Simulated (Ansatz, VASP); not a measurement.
# TiC: VASP beside Ansatz, part 2 of 3

Aim: how closely do two programs agree when they are given the same cell, functional and k mesh? The cell is generated by rule, not measured, and may not be a known phase. The cell is taken from a series of runs on this material, whose earlier steps may have relaxed, scaled, displaced or heated it; both programs get it as it stands.

VASP 6.6.1 and Ansatz 0.2.0.

So far: The structure; Ansatz: relaxation of cell and atoms, PBEsol, pair 1.

## Step 3: VASP: relaxation of cell and atoms, PBEsol, pair 1

Level of this step: PBEsol; plane waves and PAW (Ti_sv, C); invented cell (VASP).

The same cell, functional, mesh and smearing now go to VASP, with its own data sets.

Lines of VASP's logs that name or quote its potential files are left out, and so is its time.

Contents of INCAR:

```
SYSTEM = TiC
PREC = Accurate
ENCUT = 600
EDIFF = 1E-07
NELM = 120
ISMEAR = 1
SIGMA = 0.15
LREAL = .FALSE.
ALGO = Normal
GGA = PS
NBANDS = 22
LASPH = .TRUE.
LORBIT = 11
LWAVE = .FALSE.
LCHARG = .FALSE.
ISIF = 3
IBRION = 2
NSW = 80
EDIFFG = -0.005
GGA_COMPAT = .FALSE.
NELMIN = 4
KPAR = 2
```

Contents of POSCAR:

```
TiC
1.0
    3.5824540000      0.0000000000      0.0000000000
   -1.7912270000      3.1024960000      0.0000000000
    0.0000000000      0.0000000000      4.2496660000
Ti C
2 2
Direct
    0.3333334946      0.6666666666      0.9375000294
    0.6666668280      0.3333333332      0.4375000294
    0.3333334946      0.6666666666      0.4375000294
    0.6666668280      0.3333333332      0.9375000294
```

Contents of KPOINTS:

```
Automatic mesh
0
Gamma
12 12 10
0 0 0
```

PAW data sets: Ti_sv and C (PBE family, release 64).

Started as:

```console
> mpirun -np 2 vasp_std
```

Numbers of over 12 decimals in the logs are rounded to 6 here.

Output:

```text
[banner, memory and clock lines left out]
running    2 mpi-ranks, on    1 nodes
 distrk:  each k-point on    1 cores,    2 groups
 distr:  one band on    1 cores,    1 groups

 POSCAR found type information on POSCAR TiC
 POSCAR found :  2 types and       4 ions
|                                                                             |
|               ----> ADVICE to this user running VASP <----                  |
|                                                                             |
|     You enforced a specific xc type in the INCAR file but a different       |
|     [... a line on the potential file left out ...]
|     I HOPE YOU KNOW WHAT YOU ARE DOING!                                     |
|                                                                             |

 LDA part: xc-table for (Slater+PW92), standard interpolation
 POSCAR, INCAR and KPOINTS ok, starting setup
 FFT: planning ... GRIDC
 FFT: planning ... GRID_SOFT
 FFT: planning ... GRID
 WAVECAR not read
 entering main loop
       N       E                     dE             d eps       ncg     rms          rms(c)
DAV:   1     0.383557760285E+03    0.38356E+03   -0.17729E+04  5016   0.192E+03
DAV:   2     0.472994805075E+01   -0.37883E+03   -0.36508E+03  5028   0.528E+02
DAV:   3    -0.466235908146E+02   -0.51354E+02   -0.49607E+02  8844   0.159E+02
DAV:   4    -0.497567133745E+02   -0.31331E+01   -0.31269E+01  6838   0.390E+01
DAV:   5    -0.499264103737E+02   -0.16970E+00   -0.16968E+00  7260   0.745E+00    0.266E+01
DAV:   6    -0.391419308546E+02    0.10784E+02   -0.88138E+01  6774   0.772E+01    0.897E+00
DAV:   7    -0.384086248827E+02    0.73331E+00   -0.12430E+01  6738   0.285E+01    0.614E+00
DAV:   8    -0.383907711783E+02    0.17854E-01   -0.49375E-01  7098   0.658E+00    0.205E+00
DAV:   9    -0.384059160976E+02   -0.15145E-01   -0.84067E-02  6392   0.202E+00    0.683E-01
DAV:  10    -0.384077381235E+02   -0.18220E-02   -0.58006E-02  6782   0.259E+00    0.361E-01
DAV:  11    -0.384054539995E+02    0.22841E-02   -0.16511E-02  7080   0.123E+00    0.803E-02
DAV:  12    -0.384054479036E+02    0.60958E-05   -0.46433E-04  7246   0.192E-01    0.484E-02
DAV:  13    -0.384054320156E+02    0.15888E-04   -0.20997E-04  7044   0.973E-02    0.109E-02
DAV:  14    -0.384054287726E+02    0.32431E-05   -0.43174E-05  7016   0.707E-02    0.909E-03
DAV:  15    -0.384054276425E+02    0.11300E-05   -0.70908E-06  7136   0.228E-02    0.200E-03
DAV:  16    -0.384054276862E+02   -0.43671E-07   -0.26801E-07  5244   0.471E-03
   1 F= -.38405428E+02 E0= -.38405084E+02  d E =-.384054E+02
 curvature:   0.00 expect dE= 0.000E+00 dE for cont linesearch  0.000E+00
 trial: gam= 0.00000 g(F)=  0.173E-39 g(S)=  0.596E-04 ort = 0.000E+00 (trialstep = 0.100E+01)
 search vector abs. value=  0.596E-04
 bond charge predicted
       N       E                     dE             d eps       ncg     rms          rms(c)
DAV:   1    -0.384060546844E+02   -0.62704E-03   -0.16465E-02  7336   0.164E+00    0.242E-01
DAV:   2    -0.384055090519E+02    0.54563E-03   -0.41108E-03  6962   0.674E-01    0.740E-02
DAV:   3    -0.384054049596E+02    0.10409E-03   -0.60851E-04  7378   0.164E-01    0.297E-02
DAV:   4    -0.384054013866E+02    0.35730E-05   -0.15997E-04  7796   0.973E-02    0.180E-02
DAV:   5    -0.384054070982E+02   -0.57116E-05   -0.12747E-05  6666   0.301E-02    0.104E-02
DAV:   6    -0.384054140201E+02   -0.69219E-05   -0.16146E-05  7078   0.160E-02    0.758E-03
DAV:   7    -0.384054147210E+02   -0.70085E-06   -0.20813E-06  7442   0.919E-03    0.267E-03
DAV:   8    -0.384054145265E+02    0.19450E-06   -0.34499E-07  5612   0.537E-03    0.459E-04
DAV:   9    -0.384054145133E+02    0.13164E-07   -0.20234E-08  3324   0.159E-03
   2 F= -.38405415E+02 E0= -.38405074E+02  d E =0.131729E-04
 trial-energy change:    0.000013  1 .order    0.000011   -0.000060    0.000082
 step:   0.4008(harm=  0.4210)  dis= 0.00000  next Energy=   -38.405440 (dE=-0.118E-04)
 bond charge predicted
       N       E                     dE             d eps       ncg     rms          rms(c)
DAV:   1    -0.384056682697E+02   -0.25374E-03   -0.59074E-03  7210   0.983E-01    0.145E-01
DAV:   2    -0.384054689692E+02    0.19930E-03   -0.14645E-03  6858   0.403E-01    0.443E-02
DAV:   3    -0.384054320165E+02    0.36953E-04   -0.21673E-04  7102   0.974E-02    0.178E-02
DAV:   4    -0.384054314549E+02    0.56165E-06   -0.57484E-05  7710   0.584E-02    0.108E-02
DAV:   5    -0.384054342255E+02   -0.27706E-05   -0.45972E-06  6582   0.182E-02    0.618E-03
DAV:   6    -0.384054379149E+02   -0.36894E-05   -0.58080E-06  7060   0.957E-03    0.450E-03
DAV:   7    -0.384054387138E+02   -0.79891E-06   -0.71479E-07  7256   0.537E-03    0.164E-03
DAV:   8    -0.384054388743E+02   -0.16054E-06   -0.10808E-07  3866   0.331E-03    0.309E-04
DAV:   9    -0.384054388768E+02   -0.25188E-08   -0.18914E-08  2880   0.120E-03
   3 F= -.38405439E+02 E0= -.38405097E+02  d E =-.111906E-04
 curvature:  -0.21 expect dE=-0.104E-07 dE for cont linesearch -0.848E-09
 trial: gam=-0.00740 g(F)=  0.458E-40 g(S)=  0.495E-07 ort = 0.490E-06 (trialstep = 0.880E+00)
 search vector abs. value=  0.456E-07
 reached required accuracy - stopping structural energy minimisation
```

OUTCAR, selected parts (step 3):

```text
ion  position               nearest neighbor table
   1  0.333  0.667  0.938-   4 2.07   4 2.07   4 2.07   3 2.12   3 2.12
   2  0.667  0.333  0.438-   3 2.07   3 2.07   3 2.07   4 2.12   4 2.12
   3  0.333  0.667  0.438-   2 2.07   2 2.07   2 2.07   1 2.12   1 2.12
   4  0.667  0.333  0.938-   1 2.07   1 2.07   1 2.07   2 2.12   2 2.12

  LATTYP: Found a hexagonal cell.
 ALAT       =     3.5824540000
 C/A-ratio  =     1.1862444012

 Subroutine GETGRP returns: Found 24 space group operations
 (whereof  6 operations were pure point group operations)

The static configuration has the point symmetry C_3v.
 The point group associated with its full space group is D_6h.

 Found    114 irreducible k-points:

   k-points           NKPTS =    114   k-points in BZ     NKDIM =    114   number of bands    NBANDS=     22

   dimension x,y,z NGX =    30 NGY =   30 NGZ =   36
   dimension x,y,z NGXF=    60 NGYF=   60 NGZF=   72

   ENCUT  =  600.0 eV  44.10 Ry    6.64 a.u.   7.16  7.16  8.49*2*pi/ulx,y,z

   NELECT =      32.0000    total number of electrons

 k-points in reciprocal lattice and weights: Automatic mesh
   0.00000000  0.00000000  0.00000000       0.001
   0.08333333 -0.00000000  0.00000000       0.004
   0.16666667 -0.00000000  0.00000000       0.004
   0.25000000  0.00000000  0.00000000       0.004
   0.33333333 -0.00000000  0.00000000       0.004
   0.41666667  0.00000000  0.00000000       0.004
   0.50000000  0.00000000  0.00000000       0.002
   0.08333333  0.08333333  0.00000000       0.004
   0.16666667  0.08333333  0.00000000       0.008
[...]
0.33333333  0.25000000  0.50000000       0.008
   0.33333333  0.33333333  0.50000000       0.001

 average (electrostatic) potential at core
       1 -72.8577       2 -72.8577       3 -46.2644       4 -46.2643

 E-fermi :   7.1967

 k-point     1 :       0.0000    0.0000    0.0000
  band No.  band energies     occupation
    ...
     11       4.6183      2.00000
     12       4.6184      2.00000
     13       4.6964      2.00000
     14       4.6964      2.00000
     15       4.8195      2.00000
     16       7.9907     -0.00000
     17       7.9907     -0.00000
     18       9.0974     -0.00000
     19       9.3874     -0.00000
     20      10.3058      0.00000
    ...

 k-point     2 :       0.0833   -0.0000    0.0000
  band No.  band energies     occupation
    ...
     11       4.4993      2.00000
     12       4.6288      2.00000
     13       4.7005      2.00000
     14       4.8193      2.00000
     15       4.8470      2.00000
     16       7.7221     -0.00001
     17       7.9255     -0.00000
     18       9.2223     -0.00000
     19       9.6175     -0.00000
     20      10.3652      0.00000
    ...

 k-point     3 :       0.1667   -0.0000    0.0000
  band No.  band energies     occupation
    ...
     12       4.7554      2.00000
     13       4.7597      2.00000
     14       4.8269      2.00000
     15       5.1879      2.00000
     16       7.1983      0.98204
     17       7.7629     -0.00000
     18       9.4843     -0.00000
     19       9.9941     -0.00000
     20      10.5112      0.00000
     21      10.6540      0.00000
    ...

  Total       -0.0008567     -0.0008567      0.0016233      0.0000000      0.0000000     -0.0000000
  in kB       -0.0290424     -0.0290424      0.0550334      0.0000000      0.0000000     -0.0000000
  external PRESSURE =      -0.0010171 kB  Pullay stress =       0.0000000 kB

  energy-cutoff  :      600.00
  volume of cell :       47.26
      direct lattice vectors                 reciprocal lattice vectors
     3.582968217  0.000000000  0.000000000     0.279098206  0.161137433 -0.000000000
    -1.791484109  3.102941325 -0.000000000    -0.000000000  0.322274866 -0.000000000
     0.000000000  0.000000000  4.250824293    -0.000000000  0.000000000  0.235248491

 POSITION                                       TOTAL-FORCE (eV/Angst)
 -----------------------------------------------------------------------------------
      0.00000      2.06863      3.98515         0.000000     -0.000000     -0.000000
      1.79148      1.03431      1.85974        -0.000000      0.000000      0.000000
      0.00000      2.06863      1.85974        -0.000000      0.000000      0.000000
      1.79148      1.03431      3.98515         0.000000     -0.000000      0.000000
 -----------------------------------------------------------------------------------
    total drift:                               -0.001059     -0.000052      0.000299

  FREE ENERGIE OF THE ION-ELECTRON SYSTEM (eV)
  ---------------------------------------------------
  free  energy   TOTEN  =       -38.4054388768 eV

  energy  without entropy=      -38.4044118029  energy(sigma->0) =      -38.40509652

 reached required accuracy - stopping structural energy minimisation

 total charge
# of ion       s       p       d       tot
------------------------------------------
    1        2.223   6.248   1.980  10.451
    2        2.223   6.248   1.980  10.451
    3        0.898   1.517   0.000   2.416
    4        0.898   1.517   0.000   2.416
--------------------------------------------------
tot          6.243  15.531   3.960  25.734

[... 3 further parts left out ...]
```

CONTCAR:

```
TiC
   1.00000000000000
     3.5829682170316355    0.0000000000000000    0.0000000000000000
    -1.7914841085158177    3.1029413249384374   -0.0000000000000000
     0.0000000000000000    0.0000000000000000    4.2508242929426592
  Ti              C
     2     2
Direct
     0.3333334945999979    0.6666666666000012    0.9375000293999989
     0.6666668279999968    0.3333333332000024    0.4375000293999989
     0.3333334945999979    0.6666666666000012    0.4375000293999989
     0.6666668279999968    0.3333333332000024    0.9375000293999989
```

## Step 4: Differences

Known differences besides the potentials themselves: the cutoff is 420 eV in Ansatz and 600 eV in VASP; Ansatz makes its cores anew for this functional, VASP keeps those of its PBE data sets; Ansatz adds a Pulay correction to the stress that steers its cell, VASP none. Total energies have different zeros and are not compared.

Compared:

| quantity | Ansatz | VASP | difference |
| --- | --- | --- | --- |
| volume (Å³) | 47.24 | 47.26 | -0.05 % |
| edge a after relaxation, in the typed setting (Å) | 3.583 | 3.583 | -0.01 % |
| edge c after relaxation, in the typed setting (Å) | 4.250 | 4.251 | -0.03 % |

## Step 5: Ansatz: relaxation of cell and atoms, PBEsol, pair 2

The relaxed volume is the usual yardstick between codes: in a stiff, nearly cubic crystal its relative difference is about their pressure difference at one cell divided by the bulk modulus.

The cell is taken from a series of runs on this material, whose earlier steps may have relaxed, scaled, displaced or heated it; both programs get it as it stands.

Contents of input.yaml:

```yaml
crystal:
  lattice:
    - [3.2312, 0.0, 0.0]
    - [-1.6156, 2.7983, 0.0]
    - [0.0, 0.0, 5.27656]
  atoms:
    - { symbol: Ti, position: [0.333333, 0.666667, 0.0] }
    - { symbol: Ti, position: [0.666667, 0.333333, 0.5] }
    - { symbol: C, position: [0.333333, 0.666667, 0.375] }
    - { symbol: C, position: [0.666667, 0.333333, 0.875] }
kpoints:
  mp_grid: { grid: [9, 9, 4] }
hamiltonian:
  xc: pbesol
scf:
  occupations: { method: gaussian, width: 0.1 }
output:
  forces: true
  stress: true
  eigenvalues: true
relax:
  adjacent_minimum: "off"
  f_tol: 0.05
  max_steps: 80
  cell: { stress_tol: 0.5 }
```

Started as:

```console
> ansatz run input.yaml --threads 4 --pin off --max-ram 7168MiB --backend cpu --events-out ev --progress --plain --runs-dir out
```

Output:

```text
[...]
Crystal: 4 atoms, lattice volume = 47.710 Å³
Basis set: ecut = 420 eV, 941 PW (Γ), exchange–correlation on 48×48×72 points (8 copies of the dense FFT grid, shifted against one another)
Bands: 20, of which v1, the nominal top of the filled ones, is band 16 counted from 1 (15 counted from 0)
Symmetry: 12 space group operations
[...]
--- Relaxed structure (15 steps of the walk, 15 accepted, 2 SCFs on fresh bases) ---
[...]
cell:  # Å, volume = 47.2180 Å³
    - [3.579152, 0, 0]
    - [-1.789576, 3.099636, 0]
    - [0, 0, 4.256149]
  atoms:
    - { symbol: Ti, position: [0.333333, 0.666667, -0.065796] }
    - { symbol: Ti, position: [0.666667, 0.333333, 0.434204] }
    - { symbol: C, position: [0.333333, 0.666667, 0.440796] }
    - { symbol: C, position: [0.666667, 0.333333, 0.940796] }
[key lines of the parts left out:]
SCF converged after 7 iterations
Free energy (F): -5443.622491 eV
Fermi energy:    11.672897 eV
P = ⅓ Tr σ = 0.0928 GPa (0.928 kbar)
```

## Step 6: VASP: relaxation of cell and atoms, PBEsol, pair 2

The same cell, functional, mesh and smearing now go to VASP, with its own data sets.

Changes to INCAR since step 3:

```diff
@@ -5,4 +5,4 @@
 NELM = 120
-ISMEAR = 1
-SIGMA = 0.15
+ISMEAR = 0
+SIGMA = 0.1
 LREAL = .FALSE.
```

Contents of POSCAR:

```
TiC
1.0
    3.2311990000      0.0000000000      0.0000000000
   -1.6156000000      2.7983010000      0.0000000000
    0.0000000000      0.0000000000      5.2765600000
Ti C
2 2
Direct
    0.3333335397      0.6666667699      0.0000000000
    0.6666668731      0.3333334365      0.5000000000
    0.3333335397      0.6666667699      0.3750000000
    0.6666668731      0.3333334365      0.8750000000
```

Contents of KPOINTS:

```
Automatic mesh
0
Gamma
9 9 4
0 0 0
```

Started as:

```console
> mpirun -np 2 vasp_std
```

Output:

```text
[banner, memory and clock lines left out]
running    2 mpi-ranks, on    1 nodes
[...]
[... a notice as in an earlier step ...]

 LDA part: xc-table for (Slater+PW92), standard interpolation
 POSCAR, INCAR and KPOINTS ok, starting setup
[...]
entering main loop
       N       E                     dE             d eps       ncg     rms          rms(c)
DAV:   1     0.387274240988E+03    0.38727E+03   -0.17780E+04  1584   0.191E+03
DAV:   2     0.860324562535E+01   -0.37867E+03   -0.36387E+03  1584   0.525E+02
DAV:   3    -0.452762861529E+02   -0.53880E+02   -0.52135E+02  2850   0.159E+02
DAV:   4    -0.485418038468E+02   -0.32655E+01   -0.32568E+01  2100   0.404E+01
[...]
DAV:  14    -0.368383598928E+02   -0.51935E-06   -0.67666E-06  2096   0.289E-02    0.523E-03
DAV:  15    -0.368383597274E+02    0.16547E-06   -0.27924E-06  2204   0.159E-02    0.188E-03
DAV:  16    -0.368383597219E+02    0.54824E-08   -0.28068E-07  1566   0.398E-03
   1 F= -.36838360E+02 E0= -.36838360E+02  d E =-.368384E+02
[... from here on, the cycles between the ionic steps are left out ...]
   2 F= -.36926119E+02 E0= -.36926119E+02  d E =-.877597E-01
  25 F= -.38392577E+02 E0= -.38391535E+02  d E =-.615099E-03
  26 F= -.38393895E+02 E0= -.38392757E+02  d E =-.193300E-02
  27 F= -.38394405E+02 E0= -.38392945E+02  d E =-.244339E-02
  28 F= -.38394516E+02 E0= -.38393167E+02  d E =-.255406E-02
  29 F= -.38394518E+02 E0= -.38393184E+02  d E =-.255585E-02
  30 F= -.38394598E+02 E0= -.38393247E+02  d E =-.801961E-04
  31 F= -.38394605E+02 E0= -.38393246E+02  d E =-.872949E-04
  32 F= -.38394605E+02 E0= -.38393244E+02  d E =-.865946E-04
  33 F= -.38394605E+02 E0= -.38393245E+02  d E =-.869144E-04
  34 F= -.38394618E+02 E0= -.38393245E+02  d E =-.133752E-04
  35 F= -.38394619E+02 E0= -.38393240E+02  d E =-.144197E-04
[...]
reached required accuracy - stopping structural energy minimisation
```

From OUTCAR (step 6):

```text
  Total        0.0072234      0.0072235     -0.0198971     -0.0000000     -0.0000000     -0.0000000
  in kB        0.2448266      0.2448267     -0.6743787     -0.0000001     -0.0000000     -0.0000000
  external PRESSURE =      -0.0615752 kB  Pullay stress =       0.0000000 kB

 POSITION                                       TOTAL-FORCE (eV/Angst)
 -----------------------------------------------------------------------------------
      0.00000      2.06708      4.00641        -0.000000     -0.000000     -0.002783
      1.79014      1.03354      1.87729         0.000000      0.000000     -0.002783
      0.00000      2.06708      1.84868        -0.000000      0.000000      0.002783
      1.79014      1.03354      3.97780        -0.000000     -0.000000      0.002783
 -----------------------------------------------------------------------------------
    total drift:                               -0.001301     -0.000751     -0.000045

  FREE ENERGIE OF THE ION-ELECTRON SYSTEM (eV)
  ---------------------------------------------------
  free  energy   TOTEN  =       -38.3946192445 eV

  energy  without entropy=      -38.3918616409  energy(sigma->0) =      -38.39324044

[... 1 part as in an earlier step ...]

[... 3 further parts left out ...]
[key lines of the parts left out:]
E-fermi :   7.1065
```

The run keeps the 12 symmetry operations of its start, so it cannot find a distortion of lower symmetry.

## Step 7: Comparison

Both answers:

| quantity | Ansatz | VASP | difference |
| --- | --- | --- | --- |
| volume (Å³) | 47.22 | 47.27 | -0.11 % |
| edge a after relaxation, in the typed setting (Å) | 3.579 | 3.580 | -0.03 % |
| edge c after relaxation, in the typed setting (Å) | 4.256 | 4.258 | -0.05 % |

(Part 2 of 3 ends here.)

[Lines on the potential files, build, host, timing and source positions are cut from VASP's logs without a mark.]

[Logs are printed without paths, hosts, clocks, repeated set-up lines and the standing remarks that a program may print on its own settings, such as how far it seeks lower states.]

[Hosts, paths, dates, database ids (printed as entryN), source tags and the programs' standing remarks are cut or masked in the printed files.]
